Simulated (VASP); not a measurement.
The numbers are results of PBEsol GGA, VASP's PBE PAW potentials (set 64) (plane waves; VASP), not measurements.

Input for VASP

### KPOINTS
```
Automatic mesh
0
Gamma
 5 6 1
```

### POSCAR
```
P
1
    4.3792192467     0.0000000000    -0.0000000000
    0.0000000000     3.3186883622     0.0000000000
   -0.0000000000     0.0000000000    18.0909393240
P
4
Direct
  0.5805461805   0.0000000000   0.5585186396
  0.9194538195   0.5000000000   0.5585186396
  0.4194538195   0.0000000000   0.4414813604
  0.0805461805   0.5000000000   0.4414813604
```

**INCAR**
```
SYSTEM=P
PREC=Accurate; ENCUT=400; LREAL=.FALSE.
LASPH=.TRUE.
EDIFF=1E-6; NELM=100; ALGO=Normal
ISMEAR=0; SIGMA=0.05
GGA=PS
IBRION=2; NSW=60; ISIF=4
EDIFFG=-0.02
LWAVE=.FALSE.; LCHARG=.FALSE.
```

POTCAR, in this order: P (PBE.64 set). Program: vasp_std.

**Question.** What will the output report for the number of irreducible k-points (NKPTS), number of bands (NBANDS), largest plane-wave count, number of space-group operations, FFT grid (NGX, NGY, NGZ)?

**Answer.** 
```
Item                                           Result
--------------------------------------  -------------
number of irreducible k-points (NKPTS)             12
number of bands (NBANDS)                           14
largest plane-wave count                         4826
number of space-group operations                    8
FFT grid (NGX, NGY, NGZ)                30 × 24 × 120
```

The cell is a sheet with vacuum, built from a generated structure.
